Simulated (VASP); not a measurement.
OSZICAR of a VASP run on NiSb (NiAs type):

File OSZICAR:
```
       N       E                     dE             d eps       ncg     rms          rms(c)
DAV:   1     0.119924874101E+03    0.11992E+03   -0.13180E+04  1520   0.170E+03
DAV:   2    -0.704031068177E+02   -0.19033E+03   -0.18526E+03  1532   0.334E+02
DAV:   3    -0.801720016822E+02   -0.97689E+01   -0.94933E+01  1715   0.949E+01
DAV:   4    -0.804418883415E+02   -0.26989E+00   -0.26775E+00  1716   0.147E+01
DAV:   5    -0.804503959777E+02   -0.85076E-02   -0.85052E-02  1845   0.274E+00    0.132E+01
DAV:   6    -0.796344976433E+02    0.81590E+00   -0.39066E+01  1613   0.118E+02    0.178E+01
DAV:   7    -0.753966421366E+02    0.42379E+01   -0.11760E+01  1643   0.746E+01    0.427E+00
DAV:   8    -0.756099934286E+02   -0.21335E+00   -0.22404E+00  2116   0.183E+01    0.319E+00
DAV:   9    -0.755832152411E+02    0.26778E-01   -0.27740E-01  1821   0.940E+00    0.873E-01
DAV:  10    -0.756073776035E+02   -0.24162E-01   -0.36571E-02  1779   0.198E+00    0.418E-01
DAV:  11    -0.756067230090E+02    0.65459E-03   -0.30599E-03  2214   0.700E-01    0.159E-01
DAV:  12    -0.756076771595E+02   -0.95415E-03   -0.60426E-03  1785   0.107E+00    0.889E-02
DAV:  13    -0.756080833378E+02   -0.40618E-03   -0.57935E-04  1626   0.344E-01    0.469E-02
DAV:  14    -0.756080340502E+02    0.49288E-04   -0.44475E-05  1858   0.728E-02    0.136E-02
DAV:  15    -0.756080898954E+02   -0.55845E-04   -0.26148E-05  1796   0.792E-02    0.602E-03
DAV:  16    -0.756080700637E+02    0.19832E-04   -0.25404E-06  1009   0.264E-02    0.294E-03
DAV:  17    -0.756080823883E+02   -0.12325E-04   -0.72136E-07   775   0.147E-02    0.970E-04
DAV:  18    -0.756080784760E+02    0.39124E-05   -0.14393E-07   769   0.514E-03    0.372E-04
DAV:  19    -0.756080792304E+02   -0.75441E-06   -0.38555E-08   769   0.223E-03
   1 F= -.75608079E+02 E0= -.75607754E+02  d E =-.756081E+02
       N       E                     dE             d eps       ncg     rms          rms(c)
DAV:   1    -0.756625164187E+02   -0.54438E-01   -0.57455E-01  1646   0.130E+01    0.217E+00
DAV:   2    -0.757420482088E+02   -0.79532E-01   -0.11008E+00  1665   0.209E+01    0.306E+00
DAV:   3    -0.756094995032E+02    0.13255E+00   -0.46142E-01  1648   0.137E+01    0.363E-01
DAV:   4    -0.756086834714E+02    0.81603E-03   -0.13143E-02  1555   0.872E-01    0.145E-01
DAV:   5    -0.756083978062E+02    0.28567E-03   -0.10117E-03  1949   0.544E-01    0.238E-02
DAV:   6    -0.756084511166E+02   -0.53310E-04   -0.17449E-04  1568   0.109E-01    0.196E-02
DAV:   7    -0.756084566249E+02   -0.55084E-05   -0.12580E-05  1629   0.353E-02    0.171E-02
DAV:   8    -0.756084677285E+02   -0.11104E-04   -0.35322E-06  1488   0.178E-02    0.828E-03
DAV:   9    -0.756084575223E+02    0.10206E-04   -0.98683E-06  1664   0.393E-02    0.461E-03
DAV:  10    -0.756084604113E+02   -0.28890E-05   -0.35815E-07   763   0.717E-03    0.192E-03
DAV:  11    -0.756084610918E+02   -0.68050E-06   -0.50494E-08   760   0.248E-03
   2 F= -.75608461E+02 E0= -.75608171E+02  d E =-.381861E-03
       N       E                     dE             d eps       ncg     rms          rms(c)
DAV:   1    -0.756193334135E+02   -0.10873E-01   -0.10903E-01  1646   0.561E+00    0.953E-01
DAV:   2    -0.756346778697E+02   -0.15344E-01   -0.20670E-01  1649   0.911E+00    0.132E+00
DAV:   3    -0.756091531780E+02    0.25525E-01   -0.87688E-02  1646   0.615E+00    0.141E-01
DAV:   4    -0.756091201191E+02    0.33059E-04   -0.33230E-03  1579   0.367E-01    0.928E-02
DAV:   5    -0.756090260071E+02    0.94112E-04   -0.28098E-04  1872   0.310E-01    0.273E-02
DAV:   6    -0.756090225712E+02    0.34360E-05   -0.27144E-05  1616   0.410E-02    0.148E-02
DAV:   7    -0.756090215729E+02    0.99825E-06   -0.67399E-06  1724   0.436E-02
   3 F= -.75609022E+02 E0= -.75608714E+02  d E =-.942343E-03
       N       E                     dE             d eps       ncg     rms          rms(c)
DAV:   1    -0.756090442390E+02   -0.21668E-04   -0.28496E-04  1649   0.283E-01    0.496E-02
DAV:   2    -0.756090878378E+02   -0.43599E-04   -0.58040E-04  1665   0.479E-01    0.698E-02
DAV:   3    -0.756090183955E+02    0.69442E-04   -0.24140E-04  1643   0.320E-01    0.719E-03
DAV:   4    -0.756090163603E+02    0.20352E-05   -0.76441E-06  1550   0.181E-02    0.460E-03
DAV:   5    -0.756090167010E+02   -0.34070E-06   -0.61693E-07   769   0.159E-02
   4 F= -.75609017E+02 E0= -.75608710E+02  d E =-.937471E-03
       N       E                     dE             d eps       ncg     rms          rms(c)
DAV:   1    -0.756094025135E+02   -0.38615E-03   -0.88875E-03  1604   0.919E-01    0.136E-01
DAV:   2    -0.756093266519E+02    0.75862E-04   -0.17310E-03  1701   0.810E-01    0.119E-01
DAV:   3    -0.756091502681E+02    0.17638E-03   -0.84164E-04  1667   0.597E-01    0.578E-02
DAV:   4    -0.756091124115E+02    0.37857E-04   -0.11537E-04  1825   0.162E-01    0.990E-03
DAV:   5    -0.756091164362E+02   -0.40247E-05   -0.16106E-05  1682   0.567E-02    0.418E-03
DAV:   6    -0.756091147964E+02    0.16398E-05   -0.28010E-06  1374   0.160E-02    0.140E-03
DAV:   7    -0.756091169362E+02   -0.21398E-05   -0.44217E-07   763   0.679E-03    0.742E-04
DAV:   8    -0.756091156376E+02    0.12985E-05   -0.13854E-07   760   0.505E-03    0.747E-04
DAV:   9    -0.756091164569E+02   -0.81923E-06   -0.42930E-08   760   0.314E-03
   5 F= -.75609116E+02 E0= -.75608816E+02  d E =-.997559E-04
```

Q: Which electronic solver shows in the log?

A: It is blocked Davidson (ALGO = Normal, or the opening steps of other solvers). The INCAR had ALGO = Normal.

Q: How was spin treated?

A: Without spin polarisation: there is no mag entry.

Q: Can the final energy be trusted as converged?

A: The run converged. It stopped with EDIFF = 1E-6, NELM = 100, NSW = 60 and EDIFFG = -0.02 after 5 ionic steps (r2SCAN+rVV10, plane waves, VASP's PBE PAW potentials (set 64)).

The compound is NiSb in the NiAs type structure. This run relaxes it. Symmetry was kept, so distortions that lower it aren't found. The start is the result of an earlier pass. The run is not spin-polarised, so no magnetic state was tried.
